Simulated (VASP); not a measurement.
An input for Quantum ESPRESSO's pw.x (written as the equivalent of a VASP run, and not itself run):

```
&CONTROL
  calculation = 'vc-relax'
  pseudo_dir = './pseudo'
  outdir = './out'
  tprnfor = .true.
  tstress = .true.
  nstep = 50
  forc_conv_thr = 0.00039
/
&SYSTEM
  ibrav = 0
  nat = 8
  ntyp = 2
  ecutwfc = 86
  occupations = 'smearing'
  smearing = 'gaussian'
  degauss = 0.000735
  input_dft = 'pbe'
/
&ELECTRONS
  conv_thr = 7.3e-08
  electron_maxstep = 100
/
&IONS
/
&CELL
/
ATOMIC_SPECIES
  Sn 118.710 Sn.upf
  Se 78.971 Se.upf
CELL_PARAMETERS angstrom
    11.9257440    0.0000000    0.0000000
     0.0000000    4.2186780    0.0000000
     0.0000000    0.0000000    4.8062100
ATOMIC_POSITIONS crystal
  Sn   0.6187900  0.7500000  0.3765500
  Sn   0.3812100  0.2500000  0.6234500
  Sn   0.8812100  0.2500000  0.8765500
  Sn   0.1187900  0.7500000  0.1234500
  Se   0.1485500  0.2500000  0.5091800
  Se   0.8514500  0.7500000  0.4908200
  Se   0.3514500  0.7500000  0.0091800
  Se   0.6485500  0.2500000  0.9908200
K_POINTS automatic
  1 3 3 0 0 0
```

Problem. Write the VASP files for the same calculation (PBE).

Solution. Several could match; the one computed here: 
### INCAR
```
ALGO=Normal
EDIFF=1E-6
EDIFFG=-0.01
ENCUT=300
GGA=PE
IBRION=2
ISIF=3
ISMEAR=0
LASPH=.True.
LCHARG=.False.
LMAXMIX=4
LREAL=.False.
LWAVE=.False.
NELM=100
NSW=50
PREC=Accurate
SIGMA=0.01
SYSTEM=SnSe
```

File KPOINTS:
```
Automatic mesh
0
Gamma
1 3 3
0 0 0
```

File POSCAR:
```
SnSe
1.0
 11.9257440000   0.0000000000   0.0000000000
  0.0000000000   4.2186780000   0.0000000000
  0.0000000000   0.0000000000   4.8062100000
Sn Se
4 4
direct
  0.6187900000   0.7500000000   0.3765500000
  0.3812100000   0.2500000000   0.6234500000
  0.8812100000   0.2500000000   0.8765500000
  0.1187900000   0.7500000000   0.1234500000
  0.1485500000   0.2500000000   0.5091800000
  0.8514500000   0.7500000000   0.4908200000
  0.3514500000   0.7500000000   0.0091800000
  0.6485500000   0.2500000000   0.9908200000
```

POTCAR, in this order: Sn_d Se (PBE.64 set). Program: vasp_std.

What does not carry over: the potentials are each code's own (VASP's PAW set, PseudoDojo norm-conserving files in pw.x), so ENCUT and ecutwfc are chosen apart and not converted; conv_thr bounds pw.x's estimated SCF error, while EDIFF bounds the energy change between steps; forc_conv_thr acts on force components and is met together with etot_conv_thr.

The structure comes from a computed database's SnSe entry (Pnma); how it stands against other phases isn't given here. This run relaxes it. Symmetry was kept, so distortions that lower it aren't found. The k-mesh is coarse (spacing up to 0.49 per Å, 2π included), so the numbers may not be converged in it. The run is one of a series of settings (EDIFFG = -0.01, IBRION = 2, ISIF = 3, NSW = 50 against the base run), some of them coarse on purpose.
